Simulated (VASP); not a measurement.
Input:

```
CELL_PARAMETERS angstrom
      3.33874     0.00000     0.00000
      0.00000     3.33874     0.00000
      0.00000     0.00000     3.33874
ATOMIC_POSITIONS crystal
  Ag 0.00000 0.00000 0.00000
  As 0.50000 0.50000 0.50000
```

Calculation: r2SCAN meta-GGA, VASP's PBE PAW potentials (set 64) (plane waves; VASP 6.6.1). Run with 480 eV cut-off, 10×10×10 Γ-centred mesh, first-order Methfessel-Paxton smearing of 0.10 eV, potentials Ag As.

Energy and stress use the plane-wave basis of the starting cell.

Q: The ions, cell shape and volume at an external pressure of 30.0 GPa are relaxed. What does this cell relax into?

A: 
```
CELL_PARAMETERS angstrom
      3.12700     0.00000     0.00000
      0.00000     3.12700     0.00000
      0.00000     0.00000     3.12700
ATOMIC_POSITIONS crystal
  Ag 0.00000 0.00000 0.00000
  As 0.50000 0.50000 0.50000
```
Space group Pm-3m (221), at a tolerance of 0.03 Å.

Q: How do energy and volume change from the first to the last step?

A: The energy (σ→0) changes by +258.8 meV/atom and the volume by -17.8 %, in 5 ionic steps.

The structure was generated: AgAs was put into the CsCl type (Pm-3m), which need not be its known phase. This run relaxes it under an external pressure of 30 GPa. Symmetry was kept, so distortions that lower it aren't found.
